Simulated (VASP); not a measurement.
Here is the system:

```xyz
2
Lattice="0.0000 2.3424 2.3424 2.3424 0.0000 2.3424 2.3424 2.3424 0.0000" Properties=species:S:1:pos:R:3 pbc="T T T"
Na     0.0000     0.0000     0.0000
F      2.3424     2.3424     2.3424
```

Method: rev-vdW-DF2, VASP's PBE PAW potentials (set 64) (plane waves; VASP). Settings: 520 eV cut-off, 10×10×10 Γ-centred mesh, Gaussian smearing of 0.050 eV, potentials Na_pv F.

Problem. The job: NaF (rock salt), 2 atoms, rev-vdW-DF2, static run, 520 eV, 10×10×10 Γ-centred mesh. Roughly how much core time does it take on a busy server core?

Solution. About 30 core-seconds (one run on a shared machine, a rough figure). It had 47 irreducible k-points, 11 bands, up to 701 plane waves and 14 electronic steps.

The compound is NaF in the rock salt structure. This cell is one point of a volume scan, at 1.03 of the reference volume.
